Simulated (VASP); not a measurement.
The input files of a VASP run:

### KPOINTS
```
Automatic mesh
0
Gamma
9 9 9
0 0 0
```

### POSCAR
```
CaO
1.0
  0.0000000000   2.5096244833   2.5096244833
  2.5096244833   0.0000000000   2.5096244833
  2.5096244833   2.5096244833   0.0000000000
Ca O
1 1
Direct
  0.0000000000   0.0000000000   0.0000000000
  0.2500000000   0.2500000000   0.2500000000
```

**INCAR**
```
ALGO=Normal
EDIFF=1E-6
EDIFFG=-0.02
ENCUT=620
GGA=PS
IBRION=2
ISIF=3
ISMEAR=0
LASPH=.TRUE.
LCHARG=.FALSE.
LREAL=.FALSE.
LWAVE=.FALSE.
NELM=100
NSW=40
PREC=Accurate
PSTRESS=100
SIGMA=0.05
SYSTEM=CaO
```

POTCAR, in this order: Ca_sv O (PBE.64 set). Program: vasp_std.

Translate this PBEsol calculation to Quantum ESPRESSO's pw.x.

One equivalent input (not run):
```
&CONTROL
  calculation = 'vc-relax'
  pseudo_dir = './pseudo'
  outdir = './out'
  tprnfor = .true.
  tstress = .true.
  nstep = 40
  forc_conv_thr = 0.00078
/
&SYSTEM
  ibrav = 0
  nat = 2
  ntyp = 2
  ecutwfc = 84
  occupations = 'smearing'
  smearing = 'gaussian'
  degauss = 0.003675
  input_dft = 'pbesol'
/
&ELECTRONS
  conv_thr = 7.3e-08
  electron_maxstep = 100
/
&IONS
/
&CELL
  press = 100
/
ATOMIC_SPECIES
  Ca 40.078 Ca.upf
  O 15.999 O.upf
CELL_PARAMETERS angstrom
     0.0000000    2.5096245    2.5096245
     2.5096245    0.0000000    2.5096245
     2.5096245    2.5096245    0.0000000
ATOMIC_POSITIONS crystal
  Ca   0.0000000  0.0000000  0.0000000
  O    0.2500000  0.2500000  0.2500000
K_POINTS automatic
  9 9 9 0 0 0
```
Limits of the translation: the potentials are each code's own (VASP's PAW set, PseudoDojo norm-conserving files in pw.x), so ENCUT and ecutwfc are chosen apart and not converted; conv_thr bounds pw.x's estimated SCF error, while EDIFF bounds the energy change between steps; forc_conv_thr acts on force components and is met together with etot_conv_thr.

The structure was generated: CaO was put into the zinc blende type (F-43m), which need not be its known phase. It was relaxed first under an external pressure of 10 GPa.
